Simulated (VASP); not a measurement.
Output of a VASP run:

OSZICAR:
```
       N       E                     dE             d eps       ncg     rms          rms(c)
DAV:   1     0.660412151379E+02    0.66041E+02   -0.71844E+03  1128   0.118E+03
DAV:   2    -0.669561127544E+01   -0.72737E+02   -0.67539E+02  1296   0.206E+02
DAV:   3    -0.868934573706E+01   -0.19937E+01   -0.19714E+01  1404   0.332E+01
DAV:   4    -0.870553273735E+01   -0.16187E-01   -0.16148E-01  1328   0.355E+00
DAV:   5    -0.870578623813E+01   -0.25350E-03   -0.25122E-03  1444   0.469E-01    0.918E+00
DAV:   6    -0.754243518180E+01    0.11634E+01   -0.64952E+00  1276   0.286E+01    0.402E+00
DAV:   7    -0.747090907259E+01    0.71526E-01   -0.29830E-01  1204   0.650E+00    0.184E+00
DAV:   8    -0.744440352019E+01    0.26506E-01   -0.26010E-02  1340   0.131E+00    0.403E-01
DAV:   9    -0.744339969219E+01    0.10038E-02   -0.38215E-03  1260   0.744E-01    0.180E-01
DAV:  10    -0.744352415102E+01   -0.12446E-03   -0.24021E-04  1244   0.142E-01    0.364E-02
DAV:  11    -0.744352004750E+01    0.41035E-05   -0.79754E-06  1368   0.262E-02    0.149E-02
DAV:  12    -0.744352071944E+01   -0.67195E-06   -0.22847E-06  1248   0.116E-02    0.282E-03
DAV:  13    -0.744352028092E+01    0.43853E-06   -0.32078E-07  1328   0.634E-03    0.635E-04
DAV:  14    -0.744352031898E+01   -0.38067E-07   -0.17027E-08   716   0.121E-03
   1 F= -.74435203E+01 E0= -.74435203E+01  d E =0.000000E+00
```

OUTCAR:
```
------------------------ aborting loop because EDIFF is reached ----------------------------------------
  FORCE on cell =-STRESS in cart. coord.  units (eV):
  Direction    XX          YY          ZZ          XY          YZ          ZX
  --------------------------------------------------------------------------------------
  Total        0.0468148      0.0468148      0.0468148     -0.0000000      0.0000000      0.0000000
  in kB        1.3815609      1.3815609      1.3815609     -0.0000000      0.0000000      0.0000000
  external PRESSURE =       1.3815609 kB  Pullay stress =       0.0000000 kB
  volume of cell :       54.29
      direct lattice vectors                 reciprocal lattice vectors
     0.000000000  3.005369478  3.005369478    -0.166368895  0.166368895  0.166368895
     3.005369478  0.000000000  3.005369478     0.166368895 -0.166368895  0.166368895
     3.005369478  3.005369478  0.000000000     0.166368895  0.166368895 -0.166368895
 POSITION                                       TOTAL-FORCE (eV/Angst)
 -----------------------------------------------------------------------------------
      1.50268      1.50268      1.50268         0.000000     -0.000000     -0.000000
      4.50805      4.50805      4.50805        -0.000000      0.000000      0.000000
      0.00000      0.00000      0.00000         0.000000      0.000000      0.000000
 -----------------------------------------------------------------------------------
    total drift:                                0.000000     -0.000000      0.000000
  FREE ENERGIE OF THE ION-ELECTRON SYSTEM (eV)
  ---------------------------------------------------
  free  energy   TOTEN  =        -7.4435203190 eV

  energy  without entropy=       -7.4435203190  energy(sigma->0) =       -7.44352032

 total charge

# of ion       s       p       d       tot
------------------------------------------
    1        0.392   0.355   0.000   0.747
    2        0.392   0.355   0.000   0.747
    3        0.754   0.697   8.544   9.995
--------------------------------------------------
tot          1.538   1.407   8.544  11.489

 Electric field gradients after diagonalization (V/A^2)
 (convention: |V_zz| > |V_xx| > |V_yy|)
----------------------------------------------------------------------
 ion       V_xx      V_yy      V_zz     asymmetry (V_yy - V_xx)/ V_zz
----------------------------------------------------------------------
   1      -0.000    -0.000     0.000       0.000
   2      -0.000    -0.000     0.000       0.000
   3      -0.000    -0.000     0.000       0.000
```
(Selected blocks of OUTCAR.)

File POSCAR:
```
AuAl2
1
    0.0000000000     3.0053694776     3.0053694776
    3.0053694776     0.0000000000     3.0053694776
    3.0053694776     3.0053694776    -0.0000000000
Al Au
2 1
Direct
  0.2500000000   0.2500000000   0.2500000000
  0.7500000000   0.7500000000   0.7500000000
  0.0000000000   0.0000000000   0.0000000000
```

Write an INCAR and KPOINTS that could have produced this output.

Several could match; the one computed here: the input of the run itself, vdW-DF-cx, plane waves, VASP's PBE PAW potentials (set 64).

### INCAR
```
AGGAC  =  0.0
ALGO  =  Normal
EDIFF  =  1E-7
ENCUT  =  520
GGA  =  CX
ISIF  =  2
ISMEAR  =  -5
LASPH  =  .TRUE.
LCHARG  =  .TRUE.
LEFG  =  .TRUE.
LMAXMIX  =  6
LORBIT  =  11
LREAL  =  .FALSE.
LUSE_VDW  =  .TRUE.
LWAVE  =  .FALSE.
NEDOS  =  601
NELM  =  100
PREC  =  Accurate
SYSTEM  =  AuAl2
```

**KPOINTS**
```
Automatic
0
G
  10 10 10
```

POTCAR, in this order: Al Au (PBE.64 set). Program: vasp_std.

For a metal the tetrahedron method with Blöchl corrections gives inexact stress and forces.

The compound is AuAl2 in the fluorite structure. It was relaxed first. The electron count is odd and the run is not spin-polarised, which forces a metal.
